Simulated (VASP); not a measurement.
Output of a VASP run:

File OUTCAR:
```
 ion  position               nearest neighbor table
   1  0.250  0.500  0.316-   2 2.35   2 2.35
   2  0.250  0.000  0.369-   1 2.35   1 2.35   3 2.35   3 2.35
   3  0.750  0.000  0.421-   2 2.35   4 2.35   4 2.35   2 2.35
   4  0.750  0.500  0.474-   5 2.35   5 2.35   3 2.35   3 2.35
   5  0.250  0.500  0.526-   4 2.35   4 2.35   6 2.35   6 2.35
   6  0.250  0.000  0.579-   5 2.35   7 2.35   5 2.35   7 2.35
   7  0.750  0.000  0.631-   8 2.35   8 2.35   6 2.35   6 2.35
   8  0.750  0.500  0.684-   7 2.35   7 2.35
  LATTYP: Found a simple tetragonal cell.
 ALAT       =     3.8436492981
 C/A-ratio  =     6.7343749714
 Subroutine PRICEL returns:
 Original cell was already a primitive cell.
 Subroutine GETGRP returns: Found  8 space group operations
The static configuration has the point symmetry C_2h.
 The point group associated with its full space group is D_2h.
The dynamic configuration has the point symmetry C_2h.
 Subroutine INISYM returns: Found  8 space group operations
 Subroutine IBZKPT returns following result:
 Found     16 irreducible k-points:

 Following reciprocal coordinates:
            Coordinates               Weight
  0.000000  0.000000  0.000000      1.000000
  0.142857  0.000000  0.000000      2.000000
  0.000000  0.142857  0.000000      2.000000
  0.285714  0.000000  0.000000      2.000000
  0.000000  0.285714  0.000000      2.000000
  0.428571  0.000000  0.000000      2.000000
  0.000000  0.428571  0.000000      2.000000
  0.142857  0.142857  0.000000      4.000000
  0.285714  0.142857  0.000000      4.000000
 -0.142857  0.285714  0.000000      4.000000
  0.428571  0.142857  0.000000      4.000000
 -0.142857  0.428571  0.000000      4.000000
  0.285714  0.285714  0.000000      4.000000
  0.428571  0.285714  0.000000      4.000000
 -0.285714  0.428571  0.000000      4.000000
  0.428571  0.428571  0.000000      4.000000
   k-points           NKPTS =     16   k-points in BZ     NKDIM =     16   number of bands    NBANDS=     21
   number of dos      NEDOS =    301   number of ions     NIONS =      8
   total plane-waves  NPLWV =  51200
   dimension x,y,z NGX =    20 NGY =   20 NGZ =  128
   dimension x,y,z NGXF=    40 NGYF=   40 NGZF=  256
   ions per type =               8
   PREC   = normal    normal or accurate (medium, high low for compatibility)
   ISTART =      0    job   : 0-new  1-cont  2-samecut
   ICHARG =      2    charge: 1-file 2-atom 10-const
   ISPIN  =      1    spin polarized calculation?
   LNONCOLLINEAR =      F non collinear calculations
   LSORBIT =      F    spin-orbit coupling
   INIWAV =      1    electr: 0-lowe 1-rand  2-diag
   ENCUT  =  400.0 eV  29.40 Ry    5.42 a.u.   6.27  6.27 42.21*2*pi/ulx,y,z
   NELM   =    100;   NELMIN=  4; NELMDL= -5     # of ELM steps
   EDIFF  = 0.1E-04   stopping-criterion for ELM
   LREAL  =      F    real-space projection
   NLSPLINE    = F    spline interpolate recip. space projectors
   LMAXMIX     =    2 max onsite mixed and CHGCAR
   VOSKOWN=      0    Vosko Wilk Nusair interpolation
   EDIFFG = -.3E-01   stopping-criterion for IOM
   NSW    =     50    number of steps for IOM
   NBLOCK =      1;   KBLOCK =     50    inner block; outer block
   IBRION =      2    ionic relax: 0-MD 1-quasi-New 2-CG
   NFREE  =      1    steps in history (QN), initial steepest desc. (CG)
   ISIF   =      2    stress and relaxation
   ISYM   =      2    0-nonsym 1-usesym 2-fastsym
   TEIN   =    0.0    initial temperature
   TEBEG  =    0.0;   TEEND  =   0.0 temperature during run
   SMASS  =  -3.00    Nose mass-parameter (am)
   PSTRESS=    0.0 pullay stress
   NELECT =      32.0000    total number of electrons
   EFERMI =   0.00;   METHOD = LEGACY
   ISMEAR =     1;   SIGMA  =   0.10  broadening in eV -4-tet -1-fermi 0-gaus
   IALGO  =     38    algorithm
   LDIAG  =      T    sub-space diagonalisation (order eigenvalues)
   IMIX   =      4    mixing-type and parameters
     AMIX     =   0.40;   BMIX     =  1.00
     AMIX_MAG =   1.60;   BMIX_MAG =  1.00
     AMIN     =   0.10
...
```

**OSZICAR**
```
...
DAV:   2    -0.417471638156E+02   -0.16377E-03   -0.19151E-03   979   0.226E-01    0.296E-02
DAV:   3    -0.417471572750E+02    0.65406E-05   -0.75772E-05   908   0.480E-02    0.190E-02
DAV:   4    -0.417471560971E+02    0.11778E-05   -0.13556E-05   511   0.199E-02
   2 F= -.41747156E+02 E0= -.41746190E+02  d E =-.140042E-02
       N       E                     dE             d eps       ncg     rms          rms(c)
DAV:   1    -0.417471749393E+02   -0.17664E-04   -0.60156E-04   742   0.127E-01    0.960E-03
DAV:   2    -0.417471784740E+02   -0.35348E-05   -0.40416E-05   801   0.326E-02    0.504E-03
DAV:   3    -0.417471791438E+02   -0.66976E-06   -0.21854E-06   426   0.981E-03    0.294E-03
DAV:   4    -0.417471799982E+02   -0.85441E-06   -0.65363E-07   406   0.593E-03
   3 F= -.41747180E+02 E0= -.41746196E+02  d E =-.142432E-02
       N       E                     dE             d eps       ncg     rms          rms(c)
DAV:   1    -0.417474222366E+02   -0.24309E-03   -0.37616E-03   692   0.279E-01    0.210E-02
DAV:   2    -0.417474427695E+02   -0.20533E-04   -0.22052E-04   995   0.734E-02    0.998E-03
DAV:   3    -0.417474417865E+02    0.98302E-06   -0.60682E-06   504   0.153E-02    0.688E-03
DAV:   4    -0.417474422611E+02   -0.47464E-06   -0.40955E-06   411   0.106E-02
   4 F= -.41747442E+02 E0= -.41746494E+02  d E =-.262263E-03
       N       E                     dE             d eps       ncg     rms          rms(c)
DAV:   1    -0.417475767811E+02   -0.13499E-03   -0.19286E-02   672   0.633E-01    0.484E-02
DAV:   2    -0.417476792987E+02   -0.10252E-03   -0.11319E-03   995   0.166E-01    0.227E-02
DAV:   3    -0.417476732167E+02    0.60820E-05   -0.39097E-05   792   0.351E-02    0.164E-02
DAV:   4    -0.417476731947E+02    0.22011E-07   -0.87667E-06   476   0.168E-02
   5 F= -.41747673E+02 E0= -.41746809E+02  d E =-.493196E-03
       N       E                     dE             d eps       ncg     rms          rms(c)
DAV:   1    -0.417478677954E+02   -0.19458E-03   -0.46889E-03   672   0.338E-01    0.265E-02
DAV:   2    -0.417478936014E+02   -0.25806E-04   -0.28283E-04   987   0.901E-02    0.122E-02
DAV:   3    -0.417478916605E+02    0.19409E-05   -0.79861E-06   496   0.202E-02    0.779E-03
DAV:   4    -0.417478919698E+02   -0.30935E-06   -0.51618E-06   411   0.127E-02
   6 F= -.41747892E+02 E0= -.41747031E+02  d E =-.218775E-03
       N       E                     dE             d eps       ncg     rms          rms(c)
DAV:   1    -0.417479598230E+02   -0.68163E-04   -0.41791E-02   672   0.101E+00    0.777E-02
DAV:   2    -0.417481833346E+02   -0.22351E-03   -0.24763E-03   961   0.267E-01    0.351E-02
DAV:   3    -0.417481676793E+02    0.15655E-04   -0.92299E-05   945   0.599E-02    0.229E-02
DAV:   4    -0.417481670377E+02    0.64162E-06   -0.23351E-05   579   0.253E-02
   7 F= -.41748167E+02 E0= -.41747321E+02  d E =-.493843E-03
       N       E                     dE             d eps       ncg     rms          rms(c)
DAV:   1    -0.417483240585E+02   -0.15638E-03   -0.11329E-02   692   0.541E-01    0.459E-02
DAV:   2    -0.417483884065E+02   -0.64348E-04   -0.69481E-04   967   0.145E-01    0.193E-02
DAV:   3    -0.417483832192E+02    0.51873E-05   -0.18246E-05   579   0.323E-02    0.116E-02
DAV:   4    -0.417483835737E+02   -0.35459E-06   -0.12965E-05   427   0.198E-02
   8 F= -.41748384E+02 E0= -.41747537E+02  d E =-.216536E-03
```

**OUTCAR**
```
------------------------ aborting loop because EDIFF is reached ----------------------------------------
  FORCE on cell =-STRESS in cart. coord.  units (eV):
  Direction    XX          YY          ZZ          XY          YZ          ZX
  --------------------------------------------------------------------------------------
  Total       -3.8616282     -0.3117411     -0.0554039      0.0000000      0.0000000      0.0000000
  in kB      -16.1790301     -1.3060990     -0.2321254      0.0000000      0.0000000      0.0000000
  external PRESSURE =      -5.9057515 kB  Pullay stress =       0.0000000 kB
  volume of cell :      382.41
      direct lattice vectors                 reciprocal lattice vectors
     3.843649298  0.000000000  0.000000000     0.260169418  0.000000000  0.000000000
     0.000000000  3.843649298  0.000000000     0.000000000  0.260169418  0.000000000
     0.000000000  0.000000000 25.884575632     0.000000000  0.000000000  0.038633046
 POSITION                                       TOTAL-FORCE (eV/Angst)
 -----------------------------------------------------------------------------------
      0.96091      1.92182      8.21091        -0.000000     -0.000000      0.000496
      0.96091      0.00000      9.55618         0.000000      0.000000     -0.003061
      2.88274      3.84365     10.91384        -0.000000     -0.000000      0.009157
      2.88274      1.92182     12.26105         0.000000     -0.000000      0.012305
      0.96091      1.92182     13.62353        -0.000000     -0.000000     -0.012305
      0.96091      3.84365     14.97073         0.000000      0.000000     -0.009157
      2.88274      3.84365     16.32840         0.000000     -0.000000      0.003061
      2.88274      1.92182     17.67366         0.000000     -0.000000     -0.000496
 -----------------------------------------------------------------------------------
    total drift:                                0.000000      0.000000     -0.000000
  FREE ENERGIE OF THE ION-ELECTRON SYSTEM (eV)
  ---------------------------------------------------
  free  energy   TOTEN  =       -41.7483835737 eV

  energy  without entropy=      -41.7458444718  energy(sigma->0) =      -41.74753721

 reached required accuracy - stopping structural energy minimisation
```
(Selected blocks of OUTCAR.)

**POSCAR**
```
Si(100) slab
1
    3.8436492981     0.0000000000     0.0000000000
    0.0000000000     3.8436492981     0.0000000000
   -0.0000000000    -0.0000000000    25.8845756321
Si
8
Direct
  0.2500000000   0.5000000000   0.3162510000
  0.2500000000   0.0000000000   0.3687500000
  0.7500000000   0.0000000000   0.4212500000
  0.7500000000   0.5000000000   0.4737500000
  0.2500000000   0.5000000000   0.5262500000
  0.2500000000   0.0000000000   0.5787500000
  0.7500000000   0.0000000000   0.6312500000
  0.7500000000   0.5000000000   0.6837490000
```

Q: Write an INCAR and KPOINTS that could have produced this output.

A: This is not unique; one that fits is the input of the run itself, PBEsol GGA, plane waves, VASP's PBE PAW potentials (set 64).

### KPOINTS
```
kpoints
0
G
7 7 1
0 0 0
```

INCAR:
```
SYSTEM = Si(100) slab
PREC = Normal
ENCUT = 400
EDIFF = 1E-5
NELM = 100
ALGO = Normal
LREAL = .FALSE.
LASPH = .TRUE.
ISMEAR = 1
SIGMA = 0.1
GGA = PS
LWAVE = .TRUE.
LCHARG = .FALSE.
NELMIN = 4
LDIPOL = .TRUE.
IDIPOL = 3
DIPOL = 0.5 0.5 0.5
IBRION = 2
ISIF = 2
NSW = 50
EDIFFG = -0.03
```

POTCAR, in this order: Si (PBE.64 set). Program: vasp_std.

The cell is a thin slab with vacuum, built from Si (diamond): (100) face.
